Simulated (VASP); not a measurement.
Computed with PBEsol GGA, VASP's PBE PAW potentials (set 64) (plane waves; VASP).

VASP ran on this input.

### INCAR
```
! general
SYSTEM   =  AuIr3
PREC     =  Accurate
ENCUT    =  400   ! plane-wave cut-off (eV)
LREAL    =  .FALSE.   ! projection in real space or not
LASPH    =  .TRUE.
ICHARG   =  11   ! fixed density

! electronic loop
EDIFF    =  1E-7   ! SCF stop (eV)
NELM     =  100
ALGO     =  Normal   ! blocked Davidson
LMAXMIX  =  6   ! l cut-off of mixed one-centre charges

! smearing
ISMEAR   =  0   ! Gaussian
SIGMA    =  0.05   ! width (eV)

! functional
GGA      =  PS

! output
LWAVE    =  .FALSE.
LCHARG   =  .FALSE.
LORBIT   =  11
```

File KPOINTS:
```
k-points along high-symmetry lines
8
Line-mode
Reciprocal
  0.000000   0.000000   0.000000 ! GAMMA
 -0.500000  -0.500000   0.000000 ! Y

 -0.500000  -0.500000   0.000000 ! Y
 -0.625000  -0.375000   0.000000 ! C_0

 -0.375000   0.375000   0.000000 ! SIGMA_0
  0.000000   0.000000   0.000000 ! GAMMA

  0.000000   0.000000   0.000000 ! GAMMA
  0.500000   0.500000   0.500000 ! Z

  0.500000   0.500000   0.500000 ! Z
  0.125000   0.875000   0.500000 ! A_0

 -0.125000   0.125000   0.500000 ! E_0
  0.000000   0.000000   0.500000 ! T

  0.000000   0.000000   0.500000 ! T
 -0.500000  -0.500000   0.000000 ! Y

  0.000000   0.000000   0.000000 ! GAMMA
 -0.500000   0.000000   0.000000 ! S

 -0.500000   0.000000   0.000000 ! S
  0.000000   0.500000   0.500000 ! R

  0.000000   0.500000   0.500000 ! R
  0.500000   0.500000   0.500000 ! Z

  0.500000   0.500000   0.500000 ! Z
  0.000000   0.000000   0.500000 ! T
```

**POSCAR**
```
AuIr3
1
   -0.0022439990     3.8968331030     3.8788337933
    3.8968331030    -0.0022439990     3.8788337933
    1.9472945520     1.9472945520    -0.0000000000
Ir Au
3 1
Direct
  1.0000000000   0.0000000000   0.0000000000
  0.0000000000   0.5000000000   0.0000000000
  0.5000000000   1.0000000000   0.0000000000
  0.5000000000   0.5000000000   1.0000000000
```

POTCAR, in this order: Ir Au (PBE.64 set). Program: vasp_std. Read from the step before: CHGCAR.

The resulting files:

**OSZICAR**
```
       N       E                     dE             d eps       ncg     rms          rms(c)
DAV:   1     0.317243260516E+03    0.31724E+03   -0.15398E+04  4064   0.133E+03
DAV:   2    -0.109025976599E+02   -0.32815E+03   -0.31733E+03  4223   0.422E+02
DAV:   3    -0.291560882941E+02   -0.18253E+02   -0.17329E+02  5492   0.940E+01
DAV:   4    -0.297869576639E+02   -0.63087E+00   -0.59787E+00  4845   0.178E+01
DAV:   5    -0.298083013600E+02   -0.21344E-01   -0.21270E-01  4978   0.267E+00
DAV:   6    -0.298090742132E+02   -0.77285E-03   -0.77272E-03  5195   0.449E-01
DAV:   7    -0.298090900740E+02   -0.15861E-04   -0.15860E-04  5229   0.630E-02
DAV:   8    -0.298090907534E+02   -0.67942E-06   -0.67849E-06  4838   0.102E-02
DAV:   9    -0.298090907746E+02   -0.21204E-07   -0.21707E-07  3652   0.183E-03
   1 F= -.29809091E+02 E0= -.29805545E+02  d E =-.709174E-02
```

**OUTCAR**
```
 val. band max:       10.1884723085   @ k =  -0.1071   0.1071   0.5000

 cond. band min:      10.1959827746   @ k =   0.1429   0.1429   0.1429



 k-point     1 :       0.0000    0.0000    0.0000
  band No.  band energies     occupation
      1      -0.8484      2.00000
      2       1.9529      2.00000
      3       2.0169      2.00000
      4       2.2571      2.00000
      5       2.8637      2.00000
      6       5.0656      2.00000
      7       5.2662      2.00000
      8       5.3527      2.00000
      9       5.6881      2.00000
     10       6.1424      2.00000
     11       6.4915      2.00000
     12       6.5346      2.00000
     13       8.1938      2.00000
     14       8.3561      2.00000
     15       9.0500      2.00000
     16       9.2543      2.00000
     17       9.9153      2.00000
     18      10.1312      1.93300
     19      10.3357      0.00008
     20      10.3553      0.00001
     21      11.0831      0.00000
     22      11.3317      0.00000
     23      11.4127      0.00000

 k-point     2 :      -0.0714   -0.0714    0.0000
  band No.  band energies     occupation
      1      -0.7765      2.00000
      2       1.9897      2.00000
      3       2.0623      2.00000
      4       2.2867      2.00000
      5       2.8965      2.00000
      6       5.0970      2.00000
      7       5.2931      2.00000
      8       5.3244      2.00000
      9       5.7042      2.00000
     10       6.0927      2.00000
     11       6.5156      2.00000
     12       6.5329      2.00000
     13       8.2132      2.00000
     14       8.2553      2.00000
     15       8.6743      2.00000
     16       8.9465      2.00000
     17       9.8444      2.00000
     18      10.3091      0.00137
     19      10.4048      0.00000
     20      10.5377      0.00000
     21      11.0266      0.00000
     22      11.2579      0.00000
     23      11.3073      0.00000

 k-point     3 :      -0.1429   -0.1429    0.0000
  band No.  band energies     occupation
...
```

The density is held fixed in this step, so its total energy and stress have no physical meaning. Unless said otherwise, spin-orbit coupling is left out, though it shifts the bands of the heavy elements here.

The structure was generated: AuIr3 was put into an ordered model structure (Cmmm), which need not be its known phase. It was relaxed first.
